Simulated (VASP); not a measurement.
Here is the system:

```
CELL_PARAMETERS angstrom
      0.00000     1.92983     1.92983
      1.92983     0.00000     1.92983
      1.92983     1.92983     0.00000
ATOMIC_POSITIONS crystal
  Pd 0.00000 0.00000 0.00000
```

Calculation: PBE GGA, VASP's PBE PAW potentials (set 64) (plane waves; VASP). Run with 300 eV cut-off, 15×15×15 Γ-centred mesh, Gaussian smearing of 0.14 eV, potentials Pd.

At this cut-off the stress carries a Pulay error, which pulls relaxed volumes low.

### Question
Give the stress tensor in GPa (positive for a compressed cell).

### Answer

```
12.15   0.00   0.00
 0.00  12.15   0.00
 0.00   0.00  12.15
```
The pressure is its mean diagonal, 12.15 GPa.

The structure is a typed Pd crystal (Fm-3m). The cell was not relaxed at this level.
